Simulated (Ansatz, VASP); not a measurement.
# Cu (generalised stacking fault on (111) of Cu) in two plane-wave programs

One calculation is typed for both programs; each brings its own data sets. How far apart do they land? The cell is taken from a series of runs on this material, whose earlier steps may have relaxed, scaled, displaced or heated it; both programs get it as it stands.

Calculated with Ansatz 0.2.0; plane waves, with VASP 6.6.1 beside it; single point at PBE.

## Step 1: The starting structure

The cell holds 12 atoms: 12 Cu. Its edges and angles: a = 2.570 Å, b = 2.570 Å, c = 25.219 Å, α = 92.6°, β = 87.4°, γ = 120.0°. It derives from Cu. 48 atoms of Cu, stacked on (1 1 1); one fault a cell: the periodic image above is shifted rigidly by 1.336 A along the in-plane vector of length 4.452 A (<112> type); atoms relaxed along the normal alone with the MACE-MP-0b2 potential. Lattice constants are starting values near those of PBE. Folded to one surface cell (a quarter of the atoms). The structure's axis is c.

## Step 2: Ansatz: single point, PBE, pair 1

Ansatz runs on its default PAW (the set named soft_2) files.

A single point gives forces, pressure and levels at one fixed geometry, so differences don't come from the geometry; what else differs is listed under the comparison.

The input, input.yaml:

```yaml
crystal:
  lattice:
    - [2.57034, 0.0, 0.0]
    - [-1.28516, 2.22598, 0.0]
    - [1.15665, -0.66779, 25.18402]
  atoms:
    - { symbol: Cu, position: [0.9404, 0.0596, 0.19867] }
    - { symbol: Cu, position: [0.24873, 0.75127, 0.28203] }
    - { symbol: Cu, position: [0.55707, 0.44293, 0.36531] }
    - { symbol: Cu, position: [0.86542, 0.13458, 0.44861] }
    - { symbol: Cu, position: [0.17377, 0.82623, 0.53191] }
    - { symbol: Cu, position: [0.4821, 0.5179, 0.61522] }
    - { symbol: Cu, position: [0.79044, 0.20956, 0.69853] }
    - { symbol: Cu, position: [0.09879, 0.90121, 0.78183] }
    - { symbol: Cu, position: [0.40712, 0.59288, 0.86514] }
    - { symbol: Cu, position: [0.71547, 0.28453, 0.94844] }
    - { symbol: Cu, position: [0.02383, 0.97617, 0.03171] }
    - { symbol: Cu, position: [0.33214, 0.66786, 0.11508] }
kpoints:
  mp_grid: { grid: [12, 12, 1] }
hamiltonian:
  xc: pbe
scf:
  occupations: { method: fermi_dirac, width: 0.1 }
output:
  forces: true
  stress: true
  populations: true
  dos:
    method: { smearing: { sigma: 0.08 } }
    de: 0.1
    projected: { site_lists: { Cu: [Cu] } }
  eigenvalues: true
  write_density: true
  write_potential: true
  volumetric_format: npy
```

Started as:

```bash
> ansatz run input.yaml --threads 5 --pin off --max-ram 76800MiB --backend cuda --events-out ev --progress --plain --runs-dir out
```

Numbers of over 12 decimals in the logs are rounded to 6 here.

Log:

```text
Warning: at least one further symmetry operation maps every atom of the structure, as the run holds it, onto an atom to within 2.00e-5 (fractional), and is not used: to satisfy it, and what else the atoms miss by up to 2.00e-5, twice crystal.symmetry.tolerance (1.0e-5), an atom would have to move by the tolerance or more, and atoms are only ever moved by less. The run uses 2 unitary operations. The run imposes no operation that its atoms and lattice do not hold. Figures that only the operations left out would make equal are not made equal, and some can differ by far more than the structure misses those operations by: [rest of the remark cut]
Engine: ansatz 0.2.0, x86_64-unknown-linux-gnu
Pseudopotentials: kind: paw
Pseudopotential: Cu, paw, valence charge 19, recommended cutoff 420 eV (normal), Cu.paw.azcp
Functional definition: PBE
  parameter kappa = 0.804
  parameter beta = 0.066725
  exchange = pbe_x(kappa = kappa, mu = beta*pi^2/3)
  correlation = pbe_c(beta = beta)
device memory: the entry about to start is reckoned to put 9.7 GiB on a device that reports 57.1 GiB free
GPU FFT provider: cuFFT
GPU libraries: cuBLAS 13.8.2, cuFFT 12.4.0, cuSOLVER 12.3.4
Crystal: 12 atoms, lattice volume = 144.091 Å³
Basis set: ecut = 420 eV, 2885 PW (Γ), exchange–correlation on 36×36×360 points (8 copies of the dense FFT grid, shifted against one another)
Bands: 137, of which v1, the nominal top of the filled ones, is band 114 counted from 1 (113 counted from 0)
Symmetry: 2 space group operations
Space group: Cm (ITA 8), of the structure as read, at distance tolerance 5.2e-5 Å
k-points: 43 of 144 (time reversal used)
Non-local potential: Cu, projectors of the file, l = 0: 3, l = 1: 2, l = 2: 3, l = 3: 1
PAW form: soft (Blöchl's): semilocal exchange-correlation on the pseudo side does not see the compensation charge
PAW one-centre angular grid: Cu, 590 points (default); XC on 64 Gauss nodes
Initial density: superposition of atomic densities (neutral atoms: chi_scale 0, normalization atom), corrected by the library's trained network
Initial wavefunctions: pseudopotential atomic-orbital guess
GPU buffer pool allocated for 58320 grid points (all kernels)
GPU transforms: local potential and band sums: pruned to the plane-wave sphere, on 18×18×180
Functional: x = pbe(κ = 0.804, μ = 0.219515), c = pbe(β = 0.066725)
SCF iter   1: F=—  HF=-79502.104163 eV  |F-HF|=—  |Δ(HF+E_count)|=         —  Δρ=1.53e-3  dr2=1.82e-2  ethr=1.77e-3  ⟨swp⟩=5.0  Hψ=18524  notcnv=0  defer=316
preconditioner: auto → Kerker (q_TF=auto, 2.945 Å⁻¹)  [metal: Δε(μ)=0.004 eV  Ē_g=10.457 eV  σ=0.100 eV  W_gap=0.01  n_scr=62 (ndim 8)  ℏωp=35.5 eV  f_vac=0.000  D(μ)=4.41/eV (n_scr^D=18)]
SCF iter   2: F=—  HF=-79502.105169 eV  |F-HF|=—  |Δ(HF+E_count)|=   1.01e-3  Δρ=6.22e-4  dr2=7.28e-3  ethr=7.98e-6  ⟨swp⟩=2.0  Hψ=8662  notcnv=0  defer=366
SCF iter   3: F=—  HF=-79502.108140 eV  |F-HF|=—  |Δ(HF+E_count)|=   2.97e-3  Δρ=4.38e-4  dr2=3.11e-3  ethr=3.19e-6  ⟨swp⟩=1.0  Hψ=5377  notcnv=0  defer=366
SCF iter   4: F=—  HF=-79502.110681 eV  |F-HF|=—  |Δ(HF+E_count)|=   2.54e-3  Δρ=1.46e-4  dr2=1.90e-4  ethr=1.37e-6  ⟨swp⟩=1.0  Hψ=5377  notcnv=0  defer=366
SCF iter   5: F=—  HF=-79502.105235 eV  |F-HF|=—  |Δ(HF+E_count)|=   5.45e-3  Δρ=7.20e-5  dr2=3.31e-5  ethr=8.35e-8  ⟨swp⟩=1.1  Hψ=5531  notcnv=0  defer=366
SCF iter   6: F=—  HF=-79502.107461 eV  |F-HF|=—  |Δ(HF+E_count)|=   2.23e-3  Δρ=2.26e-5  dr2=3.29e-6  ethr=1.45e-8  ⟨swp⟩=2.2  Hψ=8252  notcnv=0  defer=366
SCF iter   7: F=—  HF=-79502.107462 eV  |F-HF|=—  |Δ(HF+E_count)|=   3.13e-7  Δρ=1.49e-5  dr2=1.23e-6  ethr=1.44e-9  ⟨swp⟩=2.0  Hψ=7551  notcnv=0  defer=366
SCF iter   8: F=—  HF=-79502.107462 eV  |F-HF|=—  |Δ(HF+E_count)|=   3.04e-8  Δρ=4.90e-6  dr2=2.34e-7  ethr=5.38e-10  ⟨swp⟩=1.9  Hψ=5715  notcnv=0  defer=366
SCF iter   9: F=-79502.107462 eV  HF=-79502.107462 eV  |F-HF|=7.25e-9  |Δ(HF+E_count)|=  8.15e-10  Δρ=1.11e-6  dr2=7.88e-9  ethr=4.39e-11  ⟨swp⟩=14.2  Hψ=54852  notcnv=0
SCF 1 converged in 9 iterations: F = -79502.107462 eV  dr2 = 7.88e-9
  greatest PAW one-centre occupation: 1.000 electrons in one spin orbital (limit 2), on the Cu atom at site 11 (counted from 0), in its partial waves of l = 0
SCF converged after 9 iterations
Free energy (F): -79502.107462 eV
Harris-Foulkes:  -79502.107462 eV  (|F-HF|=7.25e-9)
Internal energy: -79501.963540 eV  (E = F + TS)
E sigma→0 (E₀):  -79502.035501 eV
Entropy (-TS):   -0.143922 eV (-11.993 meV/atom)
Fermi energy:    16.372667 eV
--- Per-component energies (eV) ---
  E_band       = -4383.085234
  E_kinetic    = 3596.807171
  E_local      = -48970.503736  (includes V_loc(G=0)·N_el)
  E_nonlocal   = 4679.038395
  E_hartree    = 21560.567284
  E_xc         = -1073.357530
  E_vxc        = -1385.049980  (∫ρ·V_xc dr)
  E_paw        = -19955.821982  (= ΣΔE_a)
  E_vpaw       = -5424.511724  (= ΣTr[D̂ρ^β])
  E_aug_tail   = 0.003042  (compensation charges beyond the density's cutoff)
  E_ewald      = -39338.696185
  E_smearing   = -0.143922  (= −TS)
  E_closure    = -0.000000  (closes the sum)
  Σ components = -79502.107462   (vs F -79502.107462, Δ=0.00e0)
--- Forces (eV/Å), atoms counted from 1 ---
  atom   1  Cu     0.06604728    -0.03813261     0.03210639
  atom   2  Cu     0.00200252    -0.00115616     0.01102808
  atom   3  Cu    -0.00088454     0.00051069    -0.00183654
  atom   4  Cu    -0.00025285     0.00014598    -0.00276470
  atom   5  Cu     0.00024902    -0.00014377     0.00104423
  atom   6  Cu     0.00015008    -0.00008665     0.00071679
  atom   7  Cu    -0.00009956     0.00005748    -0.00159813
  atom   8  Cu    -0.00034971     0.00020191     0.00071816
  atom   9  Cu     0.00030259    -0.00017470     0.00188516
  atom  10  Cu     0.00093566    -0.00054020     0.00095190
  atom  11  Cu    -0.00209952     0.00121216    -0.00926214
  atom  12  Cu    -0.06600103     0.03810591    -0.03298912
  max |Σ_I F_I| component: 7.20e-8 eV/Å
--- Stress (GPa, compression-positive) ---
       -0.482026       0.117550       0.140871
        0.117550      -0.346293      -0.081332
        0.140871      -0.081333      -0.724566
  P = ⅓ Tr σ = -0.5176 GPa (-5.176 kbar)
--- Band table (eV; the first three rows and the last of 43) ---
  k-point 0: bands = [... 110 lower, 14.5838, 14.5885, 14.6086, 14.7139, 14.7608, 14.7611, 14.7704, 14.8131, ... 19 higher]
  k-point 1: bands = [... 110 lower, 14.5816, 14.6539, 14.7026, 14.7204, 14.7869, 14.8199, 14.9050, 15.4161, ... 19 higher]
  k-point 2: bands = [... 110 lower, 14.6543, 14.7284, 14.8089, 14.8353, 14.8800, 15.0973, 15.4634, 16.2871, ... 19 higher]
  k-point 42: bands = [... 110 lower, 16.2177, 16.7884, 16.8108, 17.2753, 17.3161, 17.5681, 17.6206, 17.7728, ... 19 higher]
--- Löwdin populations: 12 sites ---
  site symbol       q [e]
     0     Cu     18.8416
     1     Cu     18.8369
     2     Cu     18.8358
     3     Cu     18.8368
     4     Cu     18.8367
     5     Cu     18.8366
     6     Cu     18.8366
     7     Cu     18.8367
     8     Cu     18.8368
     9     Cu     18.8358
    10     Cu     18.8369
    11     Cu     18.8416
  spilling = 0.008558 (of n_electrons = 228.000000)
```

Reading the cycles: dr2 is the Hartree energy of the density residual (eV), the measure of convergence; HF is the Harris–Foulkes estimate of the energy, which meets the free energy F at convergence.

## Step 3: VASP: single point, PBE, pair 1

The same cell, functional, mesh and smearing now go to VASP, with its own data sets.

Lines of VASP's logs that name or quote its potential files are left out, and so is its time.

The input, INCAR:

```
SYSTEM = Cu
PREC = Accurate
ENCUT = 600
EDIFF = 1E-06
NELM = 120
ISMEAR = -1
SIGMA = 0.1
LREAL = .FALSE.
ALGO = Normal
GGA = PE
NBANDS = 81
LASPH = .TRUE.
LORBIT = 11
LWAVE = .FALSE.
LCHARG = .FALSE.
ISIF = 2
GGA_COMPAT = .FALSE.
KPAR = 2
```

The input, POSCAR:

```
Cu
1.0
    2.5703400000      0.0000000000      0.0000000000
   -1.2851600000      2.2259800000      0.0000000000
    1.1566500000     -0.6677900000     25.1840200000
Cu
12
Direct
    0.9404000000      0.0596000000      0.1986700000
    0.2487200000      0.7512800000      0.2820350000
    0.5570700000      0.4429300000      0.3653100000
    0.8654200000      0.1345800000      0.4486100000
    0.1737600000      0.8262400000      0.5319150000
    0.4821000000      0.5179000000      0.6152200000
    0.7904400000      0.2095600000      0.6985300000
    0.0987800000      0.9012200000      0.7818350000
    0.4071200000      0.5928800000      0.8651400000
    0.7154700000      0.2845300000      0.9484400000
    0.0238200000      0.9761800000      0.0317150000
    0.3321400000      0.6678600000      0.1150800000
```

The input, KPOINTS:

```
Automatic mesh
0
Gamma
12 12 1
0 0 0
```

PAW data sets: Cu (PBE family, release 64).

Started as:

```bash
> mpirun -np 2 vasp_std
```

Log:

```text
[banner, memory and clock lines left out]
running    2 mpi-ranks, on    1 nodes
 distrk:  each k-point on    1 cores,    2 groups
 distr:  one band on    1 cores,    1 groups

 POSCAR found type information on POSCAR Cu
 POSCAR found :  1 types and      12 ions
 LDA part: xc-table for (Slater+PW92), standard interpolation
 POSCAR, INCAR and KPOINTS ok, starting setup
 FFT: planning ... GRIDC
 FFT: planning ... GRID_SOFT
 FFT: planning ... GRID
 WAVECAR not read
 entering main loop
       N       E                     dE             d eps       ncg     rms          rms(c)
DAV:   1     0.140697143527E+04    0.14070E+04   -0.59361E+04  6974   0.326E+03
DAV:   2     0.198279697070E+03   -0.12087E+04   -0.11688E+04  6966   0.611E+02
DAV:   3    -0.402285986712E+02   -0.23851E+03   -0.22167E+03  6974   0.290E+02
DAV:   4    -0.552545162747E+02   -0.15026E+02   -0.14619E+02  7677   0.100E+02
DAV:   5    -0.555321436733E+02   -0.27763E+00   -0.27714E+00  7931   0.157E+01    0.265E+01
DAV:   6    -0.488743974908E+02    0.66577E+01   -0.10971E+02  7852   0.132E+02    0.134E+01
DAV:   7    -0.454284349080E+02    0.34460E+01   -0.23733E+01  8188   0.110E+02    0.629E+00
DAV:   8    -0.446893418832E+02    0.73909E+00   -0.11781E+01  9596   0.714E+01    0.142E+00
DAV:   9    -0.447789528985E+02   -0.89611E-01   -0.21811E+00  9746   0.249E+01    0.236E+00
DAV:  10    -0.448193301239E+02   -0.40377E-01   -0.13457E+00  7977   0.242E+01    0.210E+00
DAV:  11    -0.447905638699E+02    0.28766E-01   -0.17939E-01  7979   0.556E+00    0.153E+00
DAV:  12    -0.447737167921E+02    0.16847E-01   -0.28884E-02  8220   0.250E+00    0.119E+00
DAV:  13    -0.447521875024E+02    0.21529E-01   -0.69336E-02  8004   0.411E+00    0.335E-01
DAV:  14    -0.447523519453E+02   -0.16444E-03   -0.14800E-02  8475   0.109E+00    0.230E-01
DAV:  15    -0.447522831719E+02    0.68773E-04   -0.13717E-03  7577   0.603E-01    0.209E-01
DAV:  16    -0.447523997954E+02   -0.11662E-03   -0.11058E-03  8131   0.688E-01    0.215E-01
DAV:  17    -0.447515527839E+02    0.84701E-03   -0.14547E-03  8403   0.754E-01    0.454E-02
DAV:  18    -0.447515556586E+02   -0.28746E-05   -0.54339E-04  8602   0.324E-01    0.206E-02
DAV:  19    -0.447515671905E+02   -0.11532E-04   -0.15730E-04  7971   0.178E-01    0.245E-02
DAV:  20    -0.447515592336E+02    0.79570E-05   -0.21752E-05  7824   0.998E-02    0.169E-02
DAV:  21    -0.447515551617E+02    0.40718E-05   -0.20445E-05  7399   0.663E-02    0.378E-03
DAV:  22    -0.447515555050E+02   -0.34327E-06   -0.20832E-06  4349   0.165E-02
   1 F= -.44751556E+02 E0= -.44680438E+02  d E =-.142236E+00
```

Parts of OUTCAR (step 3):

```text
ion  position               nearest neighbor table
   1  0.940  0.060  0.199-  12 2.54  12 2.54   2 2.57   2 2.57   2 2.57  12 2.66
   2  0.249  0.751  0.282-   3 2.57   3 2.57   3 2.57   1 2.57   1 2.57   1 2.57
   3  0.557  0.443  0.365-   2 2.57   2 2.57   2 2.57   4 2.57   4 2.57   4 2.57
   4  0.865  0.135  0.449-   3 2.57   3 2.57   3 2.57   5 2.57   5 2.57   5 2.57
   5  0.174  0.826  0.532-   4 2.57   6 2.57   4 2.57   6 2.57   4 2.57   6 2.57
   6  0.482  0.518  0.615-   5 2.57   5 2.57   5 2.57   7 2.57   7 2.57   7 2.57
   7  0.790  0.210  0.699-   8 2.57   8 2.57   8 2.57   6 2.57   6 2.57   6 2.57
   8  0.099  0.901  0.782-   9 2.57   7 2.57   9 2.57   7 2.57   9 2.57   7 2.57
   9  0.407  0.593  0.865-  10 2.57  10 2.57  10 2.57   8 2.57   8 2.57   8 2.57
  10  0.715  0.285  0.948-  11 2.57  11 2.57  11 2.57   9 2.57   9 2.57   9 2.57
  11  0.024  0.976  0.032-  10 2.57  10 2.57  10 2.57  12 2.57  12 2.57  12 2.57
  12  0.332  0.668  0.115-   1 2.54   1 2.54  11 2.57  11 2.57  11 2.57   1 2.66

  LATTYP: Found a base centered monoclinic cell.
 ALAT       =     4.4519509443
 B/A-ratio  =     0.5773525496
 C/A-ratio  =     5.6647996398
 COS(beta)  =    -0.0529585457

 Subroutine GETGRP returns: Found  4 space group operations
 (whereof  2 operations were pure point group operations)

The static configuration has the point symmetry C_1h.
 The point group associated with its full space group is C_2h.

 Found     43 irreducible k-points:

   k-points           NKPTS =     43   k-points in BZ     NKDIM =     43   number of bands    NBANDS=     81

   dimension x,y,z NGX =    24 NGY =   24 NGZ =  210
   dimension x,y,z NGXF=    48 NGYF=   48 NGZF=  420

   ENCUT  =  600.0 eV  44.10 Ry    6.64 a.u.   5.13  5.13 50.37*2*pi/ulx,y,z

   NELECT =     132.0000    total number of electrons

 k-points in reciprocal lattice and weights: Automatic mesh
   0.00000000  0.00000000  0.00000000       0.007
   0.08333333 -0.00000000 -0.00000000       0.028
   0.16666667  0.00000000 -0.00000000       0.028
   0.25000000  0.00000000 -0.00000000       0.028
   0.33333333  0.00000000 -0.00000000       0.028
   0.41666667  0.00000000 -0.00000000       0.028
   0.50000000  0.00000000 -0.00000000       0.014
   0.08333333  0.08333333 -0.00000000       0.014
   0.16666667  0.08333333 -0.00000000       0.028
[...]
-0.41666667  0.41666667  0.00000000       0.014
   0.50000000  0.50000000 -0.00000000       0.007

 average (electrostatic) potential at core
       1 -63.8455       2 -63.8712       3 -63.8750       4 -63.8750       5 -63.8762
       6 -63.8762       7 -63.8762       8 -63.8762       9 -63.8750      10 -63.8751
      11 -63.8712      12 -63.8455

 E-fermi :   7.3338

 k-point     1 :       0.0000    0.0000    0.0000
  band No.  band energies     occupation
    ...
     68       5.6860      2.00000
     69       5.6954      2.00000
     70       5.7377      2.00000
     71       5.7522      2.00000
     72       6.4275      1.99977
     73      11.0537      0.00000
     74      12.6727      0.00000
     75      12.6816      0.00000
     76      15.8808      0.00000
     77      15.8863      0.00000
    ...

 k-point     2 :       0.0833   -0.0000   -0.0000
  band No.  band energies     occupation
    ...
     68       5.7444      2.00000
     69       5.8357      2.00000
     70       6.3718      1.99987
     71       6.4815      1.99960
     72       7.2601      1.35260
     73      11.1156      0.00000
     74      12.7453      0.00000
     75      12.8807      0.00000
     76      15.9657      0.00000
     77      16.1400      0.00000
    ...

 k-point     3 :       0.1667    0.0000   -0.0000
  band No.  band energies     occupation
    ...
     66       5.7596      2.00000
     67       5.8096      2.00000
     68       6.0381      2.00000
     69       6.4004      1.99982
     70       7.2477      1.40549
     71       7.5042      0.30792
     72       8.5663      0.00001
     73      11.3296      0.00000
     74      13.1103      0.00000
     75      13.3823      0.00000
    ...

  Total        0.1530509      0.2819263     -0.1165633      0.1116115     -0.0842168      0.1458688
  in kB        1.7018043      3.1347959     -1.2960908      1.2410309     -0.9364232      1.6219447
  external PRESSURE =       1.1801698 kB  Pullay stress =       0.0000000 kB

  energy-cutoff  :      600.00
  volume of cell :      144.09
      direct lattice vectors                 reciprocal lattice vectors
     2.570340000  0.000000000  0.000000000     0.389053588  0.224618420 -0.011912352
    -1.285160000  2.225980000  0.000000000     0.000000000  0.449240335  0.011912244
     1.156650000 -0.667790000 25.184020000     0.000000000  0.000000000  0.039707719

 POSITION                                       TOTAL-FORCE (eV/Angst)
 -----------------------------------------------------------------------------------
      2.57034     -0.00000      5.00331         0.065293     -0.037697      0.031521
     -0.00000      1.48399      7.10278         0.002427     -0.001401      0.009568
      1.28516      0.74200      9.19997        -0.000836      0.000482     -0.001222
      2.57035     -0.00000     11.29780        -0.000270      0.000156     -0.002159
      0.00001      1.48399     13.39576         0.000299     -0.000173      0.000045
      1.28517      0.74200     15.49371        -0.000133      0.000077      0.001001
      2.57034      0.00001     17.59179         0.000133     -0.000077     -0.001001
     -0.00000      1.48400     19.68975        -0.000299      0.000173     -0.000045
      1.28516      0.74201     21.78770         0.000270     -0.000156      0.002159
      2.57035     -0.00000     23.88553         0.000836     -0.000482      0.001222
     -1.15664      2.15178      0.79871        -0.002427      0.001401     -0.009568
      0.12851      1.40979      2.89818        -0.065293      0.037697     -0.031521
 -----------------------------------------------------------------------------------
    total drift:                               -0.000041      0.000024     -0.000412

  FREE ENERGIE OF THE ION-ELECTRON SYSTEM (eV)
  ---------------------------------------------------
  free  energy   TOTEN  =       -44.7515555050 eV

  energy  without entropy=      -44.6093199525  energy(sigma->0) =      -44.68043773

 total charge
# of ion       s       p       d       tot
------------------------------------------
    1        0.442   0.369   9.173   9.984
    2        0.442   0.371   9.170   9.984
    3        0.442   0.372   9.170   9.984
    4        0.442   0.371   9.171   9.984
    5        0.442   0.371   9.171   9.984
    6        0.442   0.371   9.171   9.984
    7        0.442   0.371   9.171   9.984
    8        0.442   0.371   9.171   9.984
    9        0.442   0.371   9.171   9.984
   10        0.442   0.372   9.170   9.984
   11        0.442   0.371   9.170   9.984
   12        0.442   0.369   9.173   9.984
--------------------------------------------------
tot          5.306   4.450 110.051 119.807

[... 3 further parts left out ...]
```

The run ends at a pressure of 0.12 GPa, with forces up to 0.082 eV/Å.

## Step 4: Comparison

Known differences besides the potentials themselves: the data sets hold 228 valence electrons in Ansatz (on its default PAW (the set named soft_2) files) and 132 in VASP; the cutoff is 420 eV in Ansatz and 600 eV in VASP. Total energies have different zeros and are not compared.

Compared:

```csv
quantity,Ansatz,VASP,difference
pressure (GPa),-0.52,0.12,-0.64
```

[end of part 1 of 2]

[Lines on the potential files, build, host, timing and source positions are cut from VASP's logs without a mark.]

[Logs are printed without paths, hosts, clocks, repeated set-up lines and the standing remarks that a program may print on its own settings, such as how far it seeks lower states.]

[Hosts, paths, dates, database ids (printed as entryN), source tags and the programs' standing remarks are cut or masked in the printed files.]
